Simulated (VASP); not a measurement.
An input for Ansatz (written as the equivalent of a VASP run, and not itself run):

Ansatz 0.2 input:
```yaml
crystal:
  lattice:
    - [0.0000000, 3.1031278, 3.1031278]
    - [3.1031278, 0.0000000, 3.1031278]
    - [3.1031278, 3.1031278, 0.0000000]
  atoms:
    - { symbol: Sn, position: [0.0000000, 0.0000000, 0.0000000] }
    - { symbol: Te, position: [0.5000000, 0.5000000, 0.5000000] }
kpoints:
  mp_grid: { grid: [7, 7, 7] }
hamiltonian:
  xc: r2scan
  dispersion: rvv10
  pseudopotentials: { kind: paw }
scf:
  occupations: { method: gaussian, width: 0.05 }
  max_iter: 100
output: { forces: true, stress: true, eigenvalues: true }
```

Task: Translate this input to VASP (INCAR, KPOINTS, POSCAR, choice of POTCAR).

Result: One answer among several that fit: 
### KPOINTS
```
Automatic mesh
0
Gamma
7 7 7
0 0 0
```

File POSCAR:
```
SnTe
4.3884850
  0.0000000000   0.7071068496   0.7071068496
  0.7071068496   0.0000000000   0.7071068496
  0.7071068496   0.7071068496   0.0000000000
Sn Te
1 1
Direct
  0.0000000000   0.0000000000   0.0000000000
  0.5000000000   0.5000000000   0.5000000000
```

### INCAR
```
! general
SYSTEM    =  SnTe
PREC      =  Accurate
ENCUT     =  520
LREAL     =  .FALSE.   ! projection in real space or not
LASPH     =  .TRUE.   ! aspherical one-centre terms

! electronic loop
EDIFF     =  1E-7   ! SCF stop (eV)
NELM      =  100   ! most electronic steps
ALGO      =  Normal
LMAXMIX   =  4
LMIXTAU   =  .TRUE.

! smearing
ISMEAR    =  0   ! Gaussian
SIGMA     =  0.05   ! width (eV)

! functional
METAGGA   =  R2SCAN
LUSE_VDW  =  .TRUE.
BPARAM    =  11.95
CPARAM    =  0.0093

! ions
ISIF      =  2   ! forces and stress, cell fixed

! output
LWAVE     =  .FALSE.
LCHARG    =  .FALSE.
```

POTCAR, in this order: Sn_d Te (PBE.64 set). Program: vasp_std.

What does not carry over: each code has its own PAW files, so the cut-off isn't converted (ENCUT is set for VASP's; basis.ecutwfc is left out, and Ansatz then takes the one that its files recommend); Ansatz stops its SCF on the density residual and VASP on the energy change (EDIFF).

The compound is SnTe in the rock salt structure, which distorts at low temperature. This cell is one point of a volume scan, at 0.94 of the reference volume.
